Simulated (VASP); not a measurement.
OSZICAR of a VASP run on InBi (relaxed from the NiAs type structure, space group P6_3/mmc):

OSZICAR:
```
...
DAV:   3    -0.120640639413E+02   -0.56557E+02   -0.56087E+02  1652   0.199E+02
DAV:   4    -0.143282051675E+02   -0.22641E+01   -0.22620E+01  1692   0.435E+01
DAV:   5    -0.144282950466E+02   -0.10009E+00   -0.10009E+00  2246   0.775E+00    0.383E+00
DAV:   6    -0.143321952755E+02    0.96100E-01   -0.21045E-01  1663   0.605E+00    0.194E+00
DAV:   7    -0.143146851758E+02    0.17510E-01   -0.78144E-02  1816   0.311E+00    0.412E-01
DAV:   8    -0.143135640972E+02    0.11211E-02   -0.90934E-03  1885   0.105E+00    0.145E-01
DAV:   9    -0.143135623236E+02    0.17736E-05   -0.54980E-04  2115   0.226E-01    0.405E-02
DAV:  10    -0.143135665826E+02   -0.42590E-05   -0.46798E-05  1633   0.672E-02    0.740E-03
DAV:  11    -0.143135672766E+02   -0.69404E-06   -0.27890E-06  1407   0.147E-02
   1 F= -.14313567E+02 E0= -.14312026E+02  d E =-.143136E+02
       N       E                     dE             d eps       ncg     rms          rms(c)
DAV:   1    -0.146340154728E+02   -0.32045E+00   -0.91160E+00  1744   0.425E+01    0.307E+00
DAV:   2    -0.143675321961E+02    0.26648E+00   -0.57406E-01  1710   0.109E+01    0.123E+00
DAV:   3    -0.143192232285E+02    0.48309E-01   -0.20200E-01  1862   0.594E+00    0.271E-01
DAV:   4    -0.143186261476E+02    0.59708E-03   -0.62026E-03  1518   0.713E-01    0.138E-01
DAV:   5    -0.143183957500E+02    0.23040E-03   -0.96416E-04  1765   0.209E-01    0.734E-02
DAV:   6    -0.143183999896E+02   -0.42395E-05   -0.15864E-04  1671   0.763E-02    0.124E-02
DAV:   7    -0.143183973040E+02    0.26856E-05   -0.12521E-05  1572   0.360E-02    0.461E-03
DAV:   8    -0.143183979365E+02   -0.63250E-06   -0.26388E-06  1129   0.154E-02
   2 F= -.14318398E+02 E0= -.14316639E+02  d E =-.483066E-02
       N       E                     dE             d eps       ncg     rms          rms(c)
DAV:   1    -0.143371185382E+02   -0.18721E-01   -0.50781E-01  1743   0.970E+00    0.746E-01
DAV:   2    -0.143215706444E+02    0.15548E-01   -0.34509E-02  1704   0.267E+00    0.291E-01
DAV:   3    -0.143189280737E+02    0.26426E-02   -0.10899E-02  1870   0.138E+00    0.705E-02
DAV:   4    -0.143189092833E+02    0.18790E-04   -0.34636E-04  1480   0.162E-01    0.354E-02
DAV:   5    -0.143189116809E+02   -0.23977E-05   -0.62120E-05  1802   0.532E-02    0.183E-02
DAV:   6    -0.143189184324E+02   -0.67515E-05   -0.84103E-06  1157   0.189E-02    0.257E-03
DAV:   7    -0.143189192054E+02   -0.77291E-06   -0.94431E-07   823   0.120E-02
   3 F= -.14318919E+02 E0= -.14317202E+02  d E =-.535193E-02
       N       E                     dE             d eps       ncg     rms          rms(c)
DAV:   1    -0.143239031332E+02   -0.49847E-02   -0.18025E-01  1522   0.303E+00    0.339E-01
DAV:   2    -0.143216847683E+02    0.22184E-02   -0.60073E-03  1702   0.906E-01    0.218E-01
DAV:   3    -0.143202220910E+02    0.14627E-02   -0.22322E-03  2022   0.572E-01    0.401E-02
DAV:   4    -0.143202533212E+02   -0.31230E-04   -0.48939E-04  1498   0.219E-01    0.354E-02
DAV:   5    -0.143202476624E+02    0.56587E-05   -0.35958E-05  1751   0.475E-02    0.532E-03
DAV:   6    -0.143202478606E+02   -0.19816E-06   -0.38194E-06  1199   0.213E-02
   4 F= -.14320248E+02 E0= -.14318452E+02  d E =-.132866E-02
       N       E                     dE             d eps       ncg     rms          rms(c)
DAV:   1    -0.143601364818E+02   -0.39889E-01   -0.16135E+00  1520   0.911E+00    0.101E+00
DAV:   2    -0.143401285496E+02    0.20008E-01   -0.53104E-02  1573   0.242E+00    0.648E-01
DAV:   3    -0.143267558446E+02    0.13373E-01   -0.20658E-02  1885   0.156E+00    0.107E-01
DAV:   4    -0.143270347186E+02   -0.27887E-03   -0.39945E-03  1575   0.582E-01    0.971E-02
DAV:   5    -0.143269938288E+02    0.40890E-04   -0.25187E-04  1734   0.125E-01    0.227E-02
DAV:   6    -0.143269953851E+02   -0.15563E-05   -0.26194E-05  1612   0.618E-02    0.135E-02
DAV:   7    -0.143269955350E+02   -0.14993E-06   -0.22663E-06  1060   0.155E-02
   5 F= -.14326996E+02 E0= -.14325263E+02  d E =-.807633E-02
       N       E                     dE             d eps       ncg     rms          rms(c)
DAV:   1    -0.144789631851E+02   -0.15197E+00   -0.63774E+00  1576   0.183E+01    0.204E+00
DAV:   2    -0.143927039116E+02    0.86259E-01   -0.19633E-01  1575   0.438E+00    0.130E+00
DAV:   3    -0.143361173756E+02    0.56587E-01   -0.94930E-02  1858   0.264E+00    0.236E-01
DAV:   4    -0.143371060384E+02   -0.98866E-03   -0.15448E-02  1540   0.109E+00    0.203E-01
DAV:   5    -0.143369498032E+02    0.15624E-03   -0.65600E-04  1902   0.207E-01    0.116E-01
DAV:   6    -0.143369317423E+02    0.18061E-04   -0.13349E-04  1782   0.942E-02    0.249E-02
DAV:   7    -0.143369327198E+02   -0.97742E-06   -0.18034E-05  1713   0.438E-02    0.926E-03
DAV:   8    -0.143369313137E+02    0.14060E-05   -0.36950E-06  1119   0.231E-02    0.439E-03
DAV:   9    -0.143369310413E+02    0.27244E-06   -0.93206E-07   743   0.685E-03
   6 F= -.14336931E+02 E0= -.14335715E+02  d E =-.180118E-01
       N       E                     dE             d eps       ncg     rms          rms(c)
DAV:   1    -0.143459575537E+02   -0.90262E-02   -0.27351E-01  1631   0.591E+00    0.499E-01
DAV:   2    -0.143395610512E+02    0.63965E-02   -0.16606E-02  1581   0.181E+00    0.236E-01
DAV:   3    -0.143377806794E+02    0.17804E-02   -0.50346E-03  1790   0.927E-01    0.649E-02
DAV:   4    -0.143377326926E+02    0.47987E-04   -0.51258E-04  1564   0.215E-01    0.235E-02
DAV:   5    -0.143377319286E+02    0.76401E-06   -0.49454E-05  1921   0.633E-02    0.151E-02
DAV:   6    -0.143377330976E+02   -0.11690E-05   -0.60422E-06  1261   0.259E-02    0.465E-03
DAV:   7    -0.143377333127E+02   -0.21509E-06   -0.31523E-07   722   0.652E-03
   7 F= -.14337733E+02 E0= -.14336445E+02  d E =-.802271E-03
       N       E                     dE             d eps       ncg     rms          rms(c)
DAV:   1    -0.143520163195E+02   -0.14283E-01   -0.46603E-01  1623   0.771E+00    0.652E-01
DAV:   2    -0.143411264881E+02    0.10890E-01   -0.28435E-02  1580   0.236E+00    0.308E-01
DAV:   3    -0.143381071711E+02    0.30193E-02   -0.84964E-03  1781   0.120E+00    0.845E-02
DAV:   4    -0.143380207877E+02    0.86383E-04   -0.85828E-04  1562   0.277E-01    0.305E-02
DAV:   5    -0.143380186440E+02    0.21437E-05   -0.82883E-05  1957   0.804E-02    0.196E-02
DAV:   6    -0.143380203116E+02   -0.16675E-05   -0.97323E-06  1415   0.323E-02    0.619E-03
DAV:   7    -0.143380205595E+02   -0.24792E-06   -0.45309E-07   732   0.789E-03
   8 F= -.14338021E+02 E0= -.14336565E+02  d E =-.108952E-02
       N       E                     dE             d eps       ncg     rms          rms(c)
DAV:   1    -0.143382701473E+02   -0.24984E-03   -0.81017E-03  1623   0.103E+00    0.859E-02
DAV:   2    -0.143380849956E+02    0.18515E-03   -0.49010E-04  1586   0.316E-01    0.407E-02
DAV:   3    -0.143380319771E+02    0.53019E-04   -0.15395E-04  1797   0.163E-01    0.112E-02
DAV:   4    -0.143380283631E+02    0.36139E-05   -0.15866E-05  1535   0.390E-02    0.401E-03
DAV:   5    -0.143380276012E+02    0.76189E-06   -0.97553E-07   735   0.113E-02
   9 F= -.14338028E+02 E0= -.14336595E+02  d E =-.109656E-02
       N       E                     dE             d eps       ncg     rms          rms(c)
DAV:   1    -0.143380931730E+02   -0.64810E-04   -0.22365E-03  1629   0.541E-01    0.450E-02
DAV:   2    -0.143380425526E+02    0.50620E-04   -0.13441E-04  1588   0.166E-01    0.211E-02
DAV:   3    -0.143380278836E+02    0.14669E-04   -0.42566E-05  1786   0.855E-02    0.607E-03
DAV:   4    -0.143380264042E+02    0.14794E-05   -0.42064E-06  1147   0.203E-02    0.230E-03
DAV:   5    -0.143380260439E+02    0.36030E-06   -0.43114E-07   729   0.747E-03
  10 F= -.14338026E+02 E0= -.14336606E+02  d E =-.109500E-02
       N       E                     dE             d eps       ncg     rms          rms(c)
DAV:   1    -0.143380420415E+02   -0.15637E-04   -0.51053E-04  1630   0.255E-01    0.215E-02
DAV:   2    -0.143380297126E+02    0.12329E-04   -0.30978E-05  1584   0.793E-02    0.103E-02
DAV:   3    -0.143380265313E+02    0.31813E-05   -0.88496E-06  1427   0.404E-02    0.263E-03
DAV:   4    -0.143380270124E+02   -0.48108E-06   -0.15065E-06   906   0.108E-02
  11 F= -.14338027E+02 E0= -.14336601E+02  d E =-.109597E-02
       N       E                     dE             d eps       ncg     rms          rms(c)
DAV:   1    -0.143385784723E+02   -0.55194E-03   -0.16968E-02  1619   0.125E+00    0.119E-01
DAV:   2    -0.143382572570E+02    0.32122E-03   -0.87558E-04  1590   0.425E-01    0.626E-02
DAV:   3    -0.143381343920E+02    0.12286E-03   -0.28381E-04  1821   0.223E-01    0.178E-02
DAV:   4    -0.143381347729E+02   -0.38089E-06   -0.42614E-05  1526   0.659E-02    0.705E-03
DAV:   5    -0.143381351268E+02   -0.35390E-06   -0.21462E-06  1080   0.151E-02
  12 F= -.14338135E+02 E0= -.14336761E+02  d E =-.108114E-03
       N       E                     dE             d eps       ncg     rms          rms(c)
DAV:   1    -0.143422598269E+02   -0.41251E-02   -0.15294E-01  1625   0.376E+00    0.358E-01
DAV:   2    -0.143393642126E+02    0.28956E-02   -0.78587E-03  1581   0.123E+00    0.188E-01
DAV:   3    -0.143382293248E+02    0.11349E-02   -0.23070E-03  1797   0.675E-01    0.514E-02
DAV:   4    -0.143382297594E+02   -0.43455E-06   -0.50009E-04  1535   0.211E-01    0.210E-02
DAV:   5    -0.143382304339E+02   -0.67448E-06   -0.28965E-05  1851   0.498E-02    0.105E-02
DAV:   6    -0.143382308236E+02   -0.38970E-06   -0.27366E-06  1009   0.151E-02
  13 F= -.14338231E+02 E0= -.14336981E+02  d E =-.203811E-03
```

Question: Which electronic solver shows in the log?

Answer: It is blocked Davidson (ALGO = Normal, or the opening steps of other solvers). The INCAR had ALGO = Normal.

Question: Can the final energy be trusted as converged?

Answer: The calculation finished and met its thresholds. It stopped with EDIFF = 1E-6, NELM = 100, NSW = 60 and EDIFFG = -0.01 after 13 ionic steps (PBEsol GGA, plane waves, VASP's PBE PAW potentials (set 64)).

The structure was generated: InBi was put into the NiAs type type (P6_3/mmc), which need not be its known phase. This run relaxes it. Symmetry was kept, so distortions that lower it aren't found.
